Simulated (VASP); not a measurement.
All values below come from PBE GGA, VASP's PBE PAW potentials (set 64) (plane waves; VASP).

VASP ran on this input.

INCAR:
```
SYSTEM = Al35TiN35
PREC = Normal
ENCUT = 400
EDIFF = 1E-5
NELM = 100
ALGO = Fast
LREAL = Auto
LASPH = .TRUE.
ISMEAR = 0
SIGMA = 0.05
GGA = PE
LMAXMIX = 4
LWAVE = .FALSE.
LCHARG = .FALSE.
NELMIN = 4
ISYM = 0
NELECT = 286.0
IBRION = 2
ISIF = 2
NSW = 70
EDIFFG = -0.03
```

File POSCAR:
```
Al35TiN35
1
    4.6932676572    -8.1289780179     0.0000000000
    4.6932676572     8.1289780179     0.0000000000
    0.0000000000     0.0000000000    10.0192026156
Al N Ti
35 35 1
Direct
  0.2222220000   0.1111110000   0.2500000000
  0.1111110000   0.2222220000   0.0000000000
  0.2222220000   0.1111110000   0.7500000000
  0.1041340000   0.2186130000   0.5045970000
  0.2209240000   0.4441890000   0.2520340000
  0.1111110000   0.5555560000   0.0000000000
  0.2164480000   0.4433110000   0.7524590000
  0.1134980000   0.5533420000   0.4998420000
  0.2222220000   0.7777780000   0.2500000000
  0.1111110000   0.8888890000   0.0000000000
  0.2222220000   0.7777780000   0.7500000000
  0.1111110000   0.8888890000   0.5000000000
  0.5555560000   0.1111110000   0.2500000000
  0.4444440000   0.2222220000   0.0000000000
  0.5555560000   0.1111110000   0.7500000000
  0.4444440000   0.2222220000   0.5000000000
  0.5555560000   0.4444440000   0.2500000000
  0.4444440000   0.5555560000   0.0000000000
  0.5555560000   0.4444440000   0.7500000000
  0.5555560000   0.7777780000   0.2500000000
  0.4444440000   0.8888890000   0.0000000000
  0.5555560000   0.7777780000   0.7500000000
  0.4444440000   0.8888890000   0.5000000000
  0.8888890000   0.1111110000   0.2500000000
  0.7777780000   0.2222220000   0.0000000000
  0.8888890000   0.1111110000   0.7500000000
  0.7777780000   0.2222220000   0.5000000000
  0.8888890000   0.4444440000   0.2500000000
  0.7777780000   0.5555560000   0.0000000000
  0.8888890000   0.4444440000   0.7500000000
  0.7777780000   0.5555560000   0.5000000000
  0.8888890000   0.7777780000   0.2500000000
  0.7777780000   0.8888890000   0.0000000000
  0.8888890000   0.7777780000   0.7500000000
  0.7777780000   0.8888890000   0.5000000000
  0.2185810000   0.1098340000   0.4381930000
  0.1174830000   0.2225370000   0.1916140000
  0.2222220000   0.1111110000   0.9410000000
  0.1138260000   0.2235420000   0.6921570000
  0.1111860000   0.5592840000   0.1862720000
  0.2222220000   0.4444440000   0.9410000000
  0.1129440000   0.5523870000   0.6864340000
  0.2245760000   0.7814610000   0.4404330000
  0.1111110000   0.8888890000   0.1910000000
  0.2222220000   0.7777780000   0.9410000000
  0.1111110000   0.8888890000   0.6910000000
  0.5555560000   0.1111110000   0.4410000000
  0.4444440000   0.2222220000   0.1910000000
  0.5555560000   0.1111110000   0.9410000000
  0.4444440000   0.2222220000   0.6910000000
  0.5589760000   0.4472470000   0.4445260000
  0.4448110000   0.5522400000   0.1947370000
  0.5555560000   0.4444440000   0.9410000000
  0.4445240000   0.5604270000   0.6886610000
  0.5537080000   0.7764110000   0.4360540000
  0.4444440000   0.8888890000   0.1910000000
  0.5555560000   0.7777780000   0.9410000000
  0.4444440000   0.8888890000   0.6910000000
  0.8888890000   0.1111110000   0.4410000000
  0.7777780000   0.2222220000   0.1910000000
  0.8888890000   0.1111110000   0.9410000000
  0.7777780000   0.2222220000   0.6910000000
  0.8888890000   0.4444440000   0.4410000000
  0.7777780000   0.5555560000   0.1910000000
  0.8888890000   0.4444440000   0.9410000000
  0.7777780000   0.5555560000   0.6910000000
  0.8888890000   0.7777780000   0.4410000000
  0.7777780000   0.8888890000   0.1910000000
  0.8888890000   0.7777780000   0.9410000000
  0.7777780000   0.8888890000   0.6910000000
  0.4450070000   0.5593730000   0.4989550000
```

KPOINTS:
```
K-points
0
gamma
1 1 1
```

POTCAR, in this order: Al N Ti (PBE.64 set). Program: vasp_gam.

The cell is charged, with a uniform compensating background. The supercell is sampled at Γ alone, which is coarse: total energies, pressure and levels can be off, energies of defects by several tenths of an eV.

Problem. Predict the energy per atom (σ→0).

Solution. 
```yaml
energy per atom (σ→0): -7.119 eV/atom
```

**OSZICAR**
```
...
       N       E                     dE             d eps       ncg     rms          rms(c)
DAV:   1    -0.505448735864E+03   -0.74058E-03   -0.30888E-01   360   0.144E+00    0.932E-02
RMM:   2    -0.505449075778E+03   -0.33991E-03   -0.48790E-03   360   0.164E-01    0.506E-02
RMM:   3    -0.505449076757E+03   -0.97852E-06   -0.68112E-04   385   0.630E-02    0.351E-02
RMM:   4    -0.505449067199E+03    0.95573E-05   -0.15857E-04   374   0.297E-02    0.291E-02
RMM:   5    -0.505449055610E+03    0.11589E-04   -0.67891E-05   335   0.194E-02    0.873E-03
RMM:   6    -0.505449056787E+03   -0.11764E-05   -0.13969E-05   222   0.940E-03
  16 F= -.50544906E+03 E0= -.50544906E+03  d E =-.106315E-02
```

The cell is a supercell with a defect, built from AlN (wurtzite): Ti_Al-vac_N, charge -2. The run is not spin-polarised, so no state with unpaired spins was tried.
